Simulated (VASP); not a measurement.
```
AgBr
1.0
    0.00000     2.94145     2.94145
    2.94145     0.00000     2.94145
    2.94145     2.94145     0.00000
Ag Br
1 1
Direct
  0.00000   0.00000   0.00000
  0.50000   0.50000   0.50000
```

Method: PW91 GGA, VASP's PBE PAW potentials (set 64) (plane waves; VASP). Run with 520 eV cut-off, 8×8×8 Γ-centred mesh, Gaussian smearing of 0.050 eV, potentials Ag Br.

Q: Predict the energy per atom (σ→0), pressure, band gap (on the k-mesh) with the smallest direct gap where there is one.

A: 
The band gap (on the k-mesh) is 0.69 eV, the smallest direct gap (on the k-mesh) comes out as 2.36 eV and the energy per atom (σ→0) comes out as -2.532 eV/atom. The pressure is -1.06 GPa.

Total energies compare only between runs with the same potentials, cut-off and functional.

The compound is AgBr in the rock salt structure. This cell is one point of a volume scan, at 1.03 of the reference volume.
